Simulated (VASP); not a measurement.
Input:

```
BaHfO3
1.0
    4.20496     0.00000     0.00000
    0.00000     4.20496     0.00000
    0.00000     0.00000     4.20496
Ba Hf O
1 1 3
Direct
  0.00000   0.00000   0.00000
  0.50000   0.50000   0.50000
  0.50000   0.00000   0.50000
  0.00000   0.50000   0.50000
  0.50000   0.50000   0.00000
```

Method: vdW-DF-cx, VASP's PBE PAW potentials (set 64) (plane waves; VASP). Settings: 520 eV cut-off, 5×5×5 Γ-centred mesh, Gaussian smearing of 0.050 eV, potentials Ba_sv Hf_pv O.

Q: What does the run give for the energy per atom (σ→0), pressure?

A: 
```
Property                       Result
---------------------  --------------
energy per atom (σ→0)  -7.023 eV/atom
pressure                    -4.74 GPa
```

Only differences to runs with the same potentials and settings are physical.

The compound is BaHfO3 in the cubic perovskite structure. This cell is one point of a volume scan, at 1.03 of the reference volume.
